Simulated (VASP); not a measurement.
Output of a VASP run:

OUTCAR:
```
 ion  position               nearest neighbor table
   1  0.000  0.000  0.000-  40 1.90  71 1.90  48 1.90  37 1.90  17 3.09  33 3.09  13 3.09   5 3.09
                            25 3.09   9 3.09   3 3.10  35 3.10  27 3.10   4 3.10  36 3.10  12 3.10
   2  0.000  0.000  0.500-  39 1.88  62 1.90  38 1.90  70 1.94  18 3.08  10 3.09  14 3.09   6 3.09
                            26 3.09   4 3.10  36 3.10  12 3.10  35 3.10   3 3.10  27 3.10  34 3.14
   3  0.222  0.111  0.750-  53 1.86  39 1.87  37 1.89  49 1.89  19 3.08  35 3.09   7 3.09  27 3.09
                            11 3.09  15 3.09  17 3.10   1 3.10  13 3.10   2 3.10  14 3.10  18 3.12
   4  0.111  0.222  0.250-  40 1.89  38 1.89  42 1.89  54 1.92  18 3.06  36 3.09  16 3.09  28 3.09
                            12 3.09  20 3.09   8 3.09   2 3.10   6 3.10   1 3.10  17 3.10   5 3.10
   5  0.000  0.333  0.000-  63 1.90  40 1.90  44 1.90  41 1.90  25 3.09   1 3.09  29 3.09  17 3.09
                            21 3.09   9 3.09  27 3.10   7 3.10  31 3.10  28 3.10   4 3.10   8 3.10
   6  0.000  0.333  0.500-  43 1.85  66 1.88  62 1.90  42 1.90  18 3.06  30 3.09  26 3.09   2 3.09
                            22 3.09  10 3.09  28 3.10   4 3.10   8 3.10   7 3.10  27 3.10  31 3.10
   7  0.222  0.444  0.750-  43 1.88  41 1.89  56 1.89  53 1.91  27 3.09   3 3.09  31 3.09  23 3.09
                            11 3.09   5 3.10  17 3.10  21 3.10   6 3.10  22 3.10  18 3.11  19 3.12
   8  0.111  0.556  0.250-  44 1.89  57 1.89  46 1.89  42 1.89  24 3.09  20 3.09  12 3.09  32 3.09
                            28 3.09   4 3.09  22 3.10  10 3.10   6 3.10  21 3.10   9 3.10   5 3.10
   9  0.000  0.667  0.000-  48 1.90  67 1.90  44 1.90  45 1.90  13 3.09  21 3.09  33 3.09   1 3.09
                            29 3.09   5 3.09  11 3.10  35 3.10  31 3.10  12 3.10  32 3.10   8 3.10
  10  0.000  0.667  0.500-  66 1.89  47 1.90  46 1.90  70 1.92  14 3.09   2 3.09  22 3.09   6 3.09
                            12 3.10  32 3.10   8 3.10  11 3.10  35 3.10  31 3.10  34 3.12  30 3.14
  11  0.222  0.778  0.750-  47 1.89  45 1.89  49 1.89  56 1.89   3 3.09  35 3.09  31 3.09  15 3.09
                             7 3.09  23 3.09   9 3.10  13 3.10  21 3.10  14 3.10  10 3.10  22 3.10
  12  0.111  0.889  0.250-  48 1.89  46 1.89  50 1.89  38 1.89  16 3.09  32 3.09  24 3.09   8 3.09
                             4 3.09  36 3.09  10 3.10  14 3.10   2 3.10  13 3.10   9 3.10   1 3.10
  13  0.333  0.000  0.000-  48 1.90  52 1.90  59 1.90  49 1.90   9 3.09  17 3.09  21 3.09   1 3.09
                            29 3.09  25 3.09  11 3.10   3 3.10  15 3.10  12 3.10  16 3.10  24 3.10
  14  0.333  0.000  0.500-  51 1.86  47 1.90  50 1.90  39 1.95  30 3.05  10 3.09  22 3.09   2 3.09
                            26 3.09  16 3.10  12 3.10  24 3.10  11 3.10   3 3.10  15 3.10  18 3.11
  15  0.556  0.111  0.750-  64 1.86  60 1.89  49 1.89  51 1.93  19 3.05  30 3.06  31 3.09  27 3.09
                            23 3.09  11 3.09   3 3.09  29 3.10  25 3.10  13 3.10  26 3.10  14 3.10
  16  0.444  0.222  0.250-  54 1.85  52 1.89  50 1.89  65 1.89  18 3.09  30 3.09  12 3.09   4 3.09
                            24 3.09  32 3.09  20 3.09  28 3.09  14 3.10  13 3.10  17 3.10  29 3.10
  17  0.333  0.333  0.000-  53 1.87  40 1.90  52 1.90  55 1.90  19 3.06   1 3.09  13 3.09   5 3.09
                            33 3.09  29 3.09  21 3.09   3 3.10   7 3.10   4 3.10  16 3.10  20 3.10
  18  0.330  0.333  0.497-  54 1.89  39 1.90  43 1.91   4 3.06   6 3.06  34 3.07  20 3.07   2 3.08
                            22 3.08  16 3.09  14 3.11   7 3.11   3 3.12  30 3.13
  19  0.556  0.440  0.755-  64 1.87  68 1.92  53 1.93  29 3.03  15 3.05  17 3.06  31 3.07  33 3.08
                             3 3.08  35 3.11  34 3.11   7 3.12  30 3.13  23 3.14
  20  0.444  0.556  0.250-  69 1.84  54 1.89  55 1.89  57 1.89  18 3.07   8 3.09  24 3.09   4 3.09
                            36 3.09  32 3.09  16 3.09  22 3.10  34 3.10  21 3.10  17 3.10  33 3.10
  21  0.333  0.667  0.000-  44 1.90  59 1.90  55 1.90  56 1.90   9 3.09  13 3.09   5 3.09  25 3.09
                            17 3.09  33 3.09  11 3.10   7 3.10  23 3.10   8 3.10  24 3.10  20 3.10
  22  0.333  0.667  0.500-  47 1.90  57 1.90  58 1.92  43 1.93  34 3.07  18 3.08  10 3.09  14 3.09
                            26 3.09   6 3.09   8 3.10  24 3.10  20 3.10  11 3.10  23 3.10   7 3.10
  23  0.556  0.778  0.750-  68 1.88  60 1.89  56 1.89  58 1.93  34 3.08  27 3.09  35 3.09  15 3.09
                             7 3.09  11 3.09  25 3.10  33 3.10  21 3.10  26 3.10  22 3.10  19 3.14
  24  0.444  0.889  0.250-  59 1.89  57 1.89  50 1.89  61 1.89   8 3.09  12 3.09  20 3.09  16 3.09
                            28 3.09  36 3.09  22 3.10  14 3.10  26 3.10  21 3.10  13 3.10  25 3.10
  25  0.667  0.000  0.000-  63 1.90  71 1.90  59 1.90  60 1.90   5 3.09  29 3.09  33 3.09   1 3.09
                            21 3.09  13 3.09  23 3.10  27 3.10  15 3.10  28 3.10  36 3.10  24 3.10
  26  0.667  0.000  0.500-  51 1.87  62 1.90  58 1.90  61 1.90  30 3.04   6 3.09   2 3.09  22 3.09
                            14 3.09  28 3.10  36 3.10  24 3.10  27 3.10  23 3.10  15 3.10  34 3.12
  27  0.889  0.111  0.750-  62 1.89  60 1.89  41 1.89  37 1.89   7 3.09  23 3.09  15 3.09  31 3.09
                             3 3.09  35 3.09   5 3.10  25 3.10   1 3.10   6 3.10  26 3.10   2 3.10
  28  0.778  0.222  0.250-  63 1.89  61 1.89  42 1.89  65 1.91  30 3.09   4 3.09  36 3.09   8 3.09
                            24 3.09  32 3.09  16 3.09  26 3.10   6 3.10   5 3.10  25 3.10  29 3.10
  29  0.667  0.333  0.000-  63 1.90  52 1.90  67 1.90  64 1.93  19 3.03   5 3.09  25 3.09   9 3.09
                            13 3.09  17 3.09  33 3.09  31 3.10  15 3.10  28 3.10  32 3.10  16 3.10
  30  0.664  0.326  0.501-  65 1.87  51 1.87  66 1.96  26 3.04  14 3.05  15 3.06  28 3.09  16 3.09
                             6 3.09  31 3.11  34 3.12  18 3.13  19 3.13  32 3.14  10 3.14
  31  0.889  0.444  0.750-  64 1.88  66 1.88  41 1.89  45 1.89  19 3.07  15 3.09  27 3.09   7 3.09
                            11 3.09  35 3.09  29 3.10   5 3.10   9 3.10   6 3.10  10 3.10  30 3.11
  32  0.778  0.556  0.250-  67 1.89  46 1.89  69 1.92  65 1.92  12 3.09  36 3.09   8 3.09  16 3.09
                            28 3.09  20 3.09  10 3.10   9 3.10  33 3.10  29 3.10  34 3.12  30 3.14
  33  0.667  0.667  0.000-  68 1.87  71 1.90  67 1.90  55 1.90  19 3.08   1 3.09   9 3.09  25 3.09
                            17 3.09  21 3.09  29 3.09  35 3.10  23 3.10  36 3.10  32 3.10  20 3.10
  34  0.662  0.662  0.503-  58 1.83  70 1.90  69 1.96  18 3.07  22 3.07  23 3.08  20 3.10  35 3.10
                            19 3.11  10 3.12  26 3.12  32 3.12  30 3.12   2 3.14  36 3.14
  35  0.889  0.778  0.750-  70 1.86  37 1.89  45 1.89  68 1.94   3 3.09  23 3.09  11 3.09  27 3.09
                            31 3.09   1 3.10  33 3.10   9 3.10   2 3.10  10 3.10  34 3.10  19 3.11
  36  0.778  0.889  0.250-  71 1.89  38 1.89  61 1.89  69 1.89   4 3.09  32 3.09  28 3.09  12 3.09
                            20 3.09  24 3.09   2 3.10  26 3.10   1 3.10  33 3.10  25 3.10  34 3.14
  37  0.000  0.000  0.812-   3 1.89  35 1.89  27 1.89   1 1.90
  38  0.000  0.000  0.312-   4 1.89  36 1.89  12 1.89   2 1.90
  39  0.219  0.114  0.566-   3 1.87   2 1.88  18 1.90  14 1.95
  40  0.111  0.222  0.063-   4 1.89   1 1.90  17 1.90   5 1.90
  41  0.000  0.333  0.812-   7 1.89  27 1.89  31 1.89   5 1.90
  42  0.000  0.333  0.312-  28 1.89   4 1.89   8 1.89   6 1.90
  43  0.216  0.441  0.564-   6 1.85   7 1.88  18 1.91  22 1.93
...
```

File OSZICAR:
```
...
RMM:   5    -0.500446081315E+03   -0.14605E-04   -0.17854E-04   744   0.295E-02    0.234E-02
RMM:   6    -0.500446084166E+03   -0.28505E-05   -0.41229E-05   518   0.137E-02
  10 F= -.50044608E+03 E0= -.50044608E+03  d E =-.133924E-01  mag=     2.0000
       N       E                     dE             d eps       ncg     rms          rms(c)
DAV:   1    -0.500446269381E+03   -0.18807E-03   -0.21002E-02   832   0.364E-01    0.428E-02
RMM:   2    -0.500446282687E+03   -0.13306E-04   -0.50205E-04   720   0.517E-02    0.194E-02
RMM:   3    -0.500446281206E+03    0.14808E-05   -0.10119E-04   722   0.208E-02    0.109E-02
RMM:   4    -0.500446281433E+03   -0.22685E-06   -0.19172E-05   444   0.889E-03
  11 F= -.50044628E+03 E0= -.50044628E+03  d E =-.135897E-01  mag=     2.0000
       N       E                     dE             d eps       ncg     rms          rms(c)
DAV:   1    -0.500449639927E+03   -0.33587E-02   -0.27883E-01   744   0.131E+00    0.148E-01
RMM:   2    -0.500449794184E+03   -0.15426E-03   -0.57851E-03   720   0.175E-01    0.658E-02
RMM:   3    -0.500449772272E+03    0.21912E-04   -0.11972E-03   726   0.716E-02    0.353E-02
RMM:   4    -0.500449776877E+03   -0.46043E-05   -0.23247E-04   743   0.305E-02    0.208E-02
RMM:   5    -0.500449780405E+03   -0.35278E-05   -0.39561E-05   522   0.136E-02
  12 F= -.50044978E+03 E0= -.50044978E+03  d E =-.349897E-02  mag=     2.0000
       N       E                     dE             d eps       ncg     rms          rms(c)
DAV:   1    -0.500450019603E+03   -0.24273E-03   -0.33266E-02   800   0.454E-01    0.521E-02
RMM:   2    -0.500450040890E+03   -0.21287E-04   -0.71680E-04   720   0.616E-02    0.238E-02
RMM:   3    -0.500450040065E+03    0.82480E-06   -0.15165E-04   726   0.254E-02    0.131E-02
RMM:   4    -0.500450040685E+03   -0.61982E-06   -0.28719E-05   478   0.109E-02
  13 F= -.50045004E+03 E0= -.50045004E+03  d E =-.375925E-02  mag=     2.0000
       N       E                     dE             d eps       ncg     rms          rms(c)
DAV:   1    -0.500451224237E+03   -0.11842E-02   -0.10903E-01   736   0.827E-01    0.895E-02
RMM:   2    -0.500451296487E+03   -0.72250E-04   -0.21109E-03   720   0.107E-01    0.415E-02
RMM:   3    -0.500451288136E+03    0.83507E-05   -0.45332E-04   727   0.435E-02    0.223E-02
RMM:   4    -0.500451291608E+03   -0.34716E-05   -0.97556E-05   733   0.190E-02
  14 F= -.50045129E+03 E0= -.50045129E+03  d E =-.125092E-02  mag=     2.0000
       N       E                     dE             d eps       ncg     rms          rms(c)
DAV:   1    -0.500451364897E+03   -0.76761E-04   -0.10934E-02   816   0.262E-01    0.300E-02
RMM:   2    -0.500451374034E+03   -0.91369E-05   -0.21924E-04   720   0.344E-02    0.156E-02
RMM:   3    -0.500451374046E+03   -0.11220E-07   -0.49501E-05   550   0.142E-02    0.904E-03
RMM:   4    -0.500451374350E+03   -0.30396E-06   -0.83841E-06   434   0.603E-03
  15 F= -.50045137E+03 E0= -.50045137E+03  d E =-.133366E-02  mag=     2.0000
       N       E                     dE             d eps       ncg     rms          rms(c)
DAV:   1    -0.500451785547E+03   -0.41150E-03   -0.51819E-02   736   0.568E-01    0.624E-02
RMM:   2    -0.500451823926E+03   -0.38378E-04   -0.11045E-03   720   0.767E-02    0.298E-02
RMM:   3    -0.500451821551E+03    0.23745E-05   -0.24018E-04   728   0.313E-02    0.164E-02
RMM:   4    -0.500451823006E+03   -0.14555E-05   -0.48480E-05   560   0.136E-02
  16 F= -.50045182E+03 E0= -.50045182E+03  d E =-.448657E-03  mag=     2.0000
```

OUTCAR:
```
------------------------ aborting loop because EDIFF is reached ----------------------------------------
  FORCE on cell =-STRESS in cart. coord.  units (eV):
  Direction    XX          YY          ZZ          XY          YZ          ZX
  --------------------------------------------------------------------------------------
  Total       17.6861500     17.8770021     16.7676182     -0.1103312      0.0052413      0.0693899
  in kB       37.4993367     37.9039937     35.5518052     -0.2339315      0.0111130      0.1471250
  external PRESSURE =      36.9850452 kB  Pullay stress =       0.0000000 kB
  volume of cell :      755.65
      direct lattice vectors                 reciprocal lattice vectors
     4.640980826 -8.038414841  0.000000000     0.107735847 -0.062201318  0.000000000
     4.640980826  8.038414841  0.000000000     0.107735847  0.062201318  0.000000000
     0.000000000  0.000000000 10.127683410     0.000000000  0.000000000  0.098739263
  FREE ENERGIE OF THE ION-ELECTRON SYSTEM (eV)
  ---------------------------------------------------
  free  energy   TOTEN  =      -500.4518230065 eV

  energy  without entropy=     -500.4518230065  energy(sigma->0) =     -500.45182301

 total charge

# of ion       s       p       d       tot
------------------------------------------
    1        0.698   0.977   0.000   1.675
    2        0.699   0.962   0.000   1.661
    3        0.700   0.971   0.000   1.671
    4        0.700   0.978   0.000   1.679
    5        0.698   0.977   0.000   1.675
    6        0.699   0.962   0.000   1.661
    7        0.700   0.971   0.000   1.671
    8        0.700   0.971   0.000   1.670
    9        0.697   0.977   0.000   1.673
   10        0.700   0.973   0.000   1.673
   11        0.700   0.969   0.000   1.669
   12        0.700   0.971   0.000   1.670
   13        0.697   0.977   0.000   1.673
   14        0.700   0.973   0.000   1.672
   15        0.700   0.971   0.000   1.671
   16        0.698   0.971   0.000   1.668
   17        0.701   0.980   0.000   1.680
   18        0.704   0.866   0.000   1.571
   19        0.725   0.937   0.000   1.662
   20        0.698   0.971   0.000   1.669
   21        0.697   0.977   0.000   1.673
   22        0.700   0.973   0.000   1.673
   23        0.700   0.971   0.000   1.671
   24        0.700   0.971   0.000   1.670
   25        0.698   0.977   0.000   1.675
   26        0.699   0.962   0.000   1.661
   27        0.702   0.972   0.000   1.674
   28        0.700   0.978   0.000   1.679
   29        0.701   0.980   0.000   1.681
   30        0.704   0.866   0.000   1.570
   31        0.700   0.971   0.000   1.671
   32        0.698   0.971   0.000   1.669
   33        0.701   0.980   0.000   1.681
   34        0.704   0.865   0.000   1.569
   35        0.700   0.971   0.000   1.671
   36        0.700   0.978   0.000   1.678
   37        0.825   1.727   0.000   2.552
   38        0.827   1.730   0.000   2.557
   39        0.830   1.686   0.000   2.516
   40        0.828   1.731   0.000   2.559
   41        0.825   1.727   0.000   2.552
   42        0.827   1.730   0.000   2.557
   43        0.830   1.686   0.000   2.516
   44        0.825   1.722   0.000   2.548
   45        0.825   1.726   0.000   2.551
   46        0.824   1.728   0.000   2.552
   47        0.825   1.720   0.000   2.545
   48        0.825   1.722   0.000   2.548
...
```
(Selected blocks of OUTCAR.)

File POSCAR:
```
C35Si36
1
    4.6409808260    -8.0384148411     0.0000000000
    4.6409808260     8.0384148411     0.0000000000
    0.0000000000     0.0000000000    10.1276834096
Si C
36 35
Direct
  0.0000000000   0.0000000000   0.0000000000
  0.0000000000   0.0000000000   0.5000000000
  0.2222220000   0.1111110000   0.7501800000
  0.1111110000   0.2222220000   0.2501800000
  0.0000000000   0.3333330000   0.0000000000
  0.0000000000   0.3333330000   0.5000000000
  0.2222220000   0.4444440000   0.7501800000
  0.1111110000   0.5555560000   0.2501800000
  0.0000000000   0.6666670000   0.0000000000
  0.0000000000   0.6666670000   0.5000000000
  0.2222220000   0.7777780000   0.7501800000
  0.1111110000   0.8888890000   0.2501800000
  0.3333330000   0.0000000000   0.0000000000
  0.3333330000   0.0000000000   0.5000000000
  0.5555560000   0.1111110000   0.7501800000
  0.4444440000   0.2222220000   0.2501800000
  0.3333330000   0.3333330000   0.0000000000
  0.3300310000   0.3332480000   0.4969770000
  0.5564400000   0.4404130000   0.7549570000
  0.4444440000   0.5555560000   0.2501800000
  0.3333330000   0.6666670000   0.0000000000
  0.3333330000   0.6666670000   0.5000000000
  0.5555560000   0.7777780000   0.7501800000
  0.4444440000   0.8888890000   0.2501800000
  0.6666670000   0.0000000000   0.0000000000
  0.6666670000   0.0000000000   0.5000000000
  0.8888890000   0.1111110000   0.7501800000
  0.7777780000   0.2222220000   0.2501800000
  0.6666670000   0.3333330000   0.0000000000
  0.6635520000   0.3261800000   0.5007350000
  0.8888890000   0.4444440000   0.7501800000
  0.7777780000   0.5555560000   0.2501800000
  0.6666670000   0.6666670000   0.0000000000
  0.6618640000   0.6617280000   0.5027270000
  0.8888890000   0.7777780000   0.7501800000
  0.7777780000   0.8888890000   0.2501800000
  0.0000000000   0.0000000000   0.8121600000
  0.0000000000   0.0000000000   0.3121600000
  0.2185570000   0.1135390000   0.5656620000
  0.1111110000   0.2222220000   0.0632900000
  0.0000000000   0.3333330000   0.8121600000
  0.0000000000   0.3333330000   0.3121600000
  0.2160780000   0.4405860000   0.5642800000
  0.1111110000   0.5555560000   0.0632900000
  0.0000000000   0.6666670000   0.8121600000
  0.0000000000   0.6666670000   0.3121600000
  0.2222220000   0.7777780000   0.5632900000
  0.1111110000   0.8888890000   0.0632900000
  0.3333330000   0.0000000000   0.8121600000
  0.3333330000   0.0000000000   0.3121600000
  0.5524790000   0.1052940000   0.5598400000
  0.4444440000   0.2222220000   0.0632900000
  0.3282700000   0.3277070000   0.8157270000
  0.3381960000   0.3328560000   0.3101390000
  0.4444440000   0.5555560000   0.0632900000
  0.3333330000   0.6666670000   0.8121600000
  0.3333330000   0.6666670000   0.3121600000
  0.5596090000   0.7761190000   0.5594110000
  0.4444440000   0.8888890000   0.0632900000
  0.6666670000   0.0000000000   0.8121600000
  0.6666670000   0.0000000000   0.3121600000
  0.8888890000   0.1111110000   0.5632900000
  0.7777780000   0.2222220000   0.0632900000
  0.6678280000   0.3297450000   0.8095640000
  0.6648630000   0.3314210000   0.3160910000
  0.8938110000   0.4461390000   0.5644810000
  0.7777780000   0.5555560000   0.0632900000
  0.6624090000   0.6662080000   0.8157370000
  0.6608320000   0.6652390000   0.3090590000
  0.8833370000   0.7735420000   0.5670110000
  0.7777780000   0.8888890000   0.0632900000
```

### Question
Reconstruct the remaining input files.

### Answer
One answer among several that fit: the input of the run itself, PBE GGA, plane waves, VASP's PBE PAW potentials (set 64).

### KPOINTS
```
Automatic mesh
0
Gamma
1 1 1
0 0 0
```

INCAR:
```
# general
SYSTEM   =  C35Si36
PREC     =  Normal
ENCUT    =  400
LREAL    =  Auto
LASPH    =  .True.
ISYM     =  0
NELECT   =  286.0

# electronic loop
EDIFF    =  1E-5
NELM     =  100
NELMIN   =  4
ALGO     =  Fast

# smearing
ISMEAR   =  0
SIGMA    =  0.05

# functional
GGA      =  PE

# spin
ISPIN    =  2
MAGMOM   =  71*0.0282
NUPDOWN  =  2

# ions
IBRION   =  2
NSW      =  60
ISIF     =  2
EDIFFG   =  -0.03

# output
LWAVE    =  .False.
LCHARG   =  .False.
LORBIT   =  10
```

POTCAR, in this order: Si C (PBE.64 set). Program: vasp_gam.

At this cut-off the stress carries a Pulay error, which pulls relaxed volumes low. The cell is charged, with a uniform compensating background. The supercell is sampled at Γ alone, which is coarse: total energies, pressure and levels can be off, energies of defects by several tenths of an eV.

The cell is a supercell with a defect, built from SiC (4h): vac_C, charge -2.
